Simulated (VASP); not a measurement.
Here is a VASP 6.6.1 calculation.

The input INCAR:

```
SYSTEM = Sr2TeO
ALGO = Normal ; EDIFF = 1E-7
ENCUT = 520 ; GGA = PE
ISIF = 2 ; ISMEAR = -1
LASPH = .True. ; LCHARG = .True.
LELF = .True. ; LREAL = .False.
LVHAR = .True. ; LWAVE = .False.
NBANDS = 24 ; NELM = 60
PREC = Accurate ; SIGMA = 0.05
```

KPOINTS

```
k-points
0
Gamma
  8 8 4
  0 0 0
```

Contents of POSCAR:

```
Sr2TeO
1.0
    4.0636200000      0.0000000000      0.0000000000
   -2.0318100000      3.5192000000      0.0000000000
    0.0000000000      0.0000000000      7.5160200000
Sr Te O
2 1 1
Direct
    0.6581340000      0.3313280000      0.7074020000
    0.6681310000      0.3363030000      0.2962390000
   -0.0006140000     -0.0036530000      0.0019080000
    0.3429750000      0.6593080000      0.4983280000
```

Potentials or basis: VASP PAW PBE potentials, release 64 (Sr_sv, Te, O).

Command:

```bash
$ cat potpaw_PBE.64/Sr_sv/POTCAR potpaw_PBE.64/Te/POTCAR potpaw_PBE.64/O/POTCAR > POTCAR
$ mpirun -np 1 vasp_std > vasp.out
```

What does it give for the pressure?

0.1 GPa.

Predict the band gap on the k mesh.

0.53 eV, direct.

Estimate the largest force.

0.149 eV/Å.

Forces in eV/Å, atoms in the order of the input:
```
Sr   0.023 -0.015  0.145
Sr   0.024 -0.022 -0.145
Te  -0.027  0.028 -0.064
O   -0.020  0.009  0.064
```

Caveat: spin-orbit coupling is left out, which moves the levels of the heavy elements. A k mesh can miss the band edges.
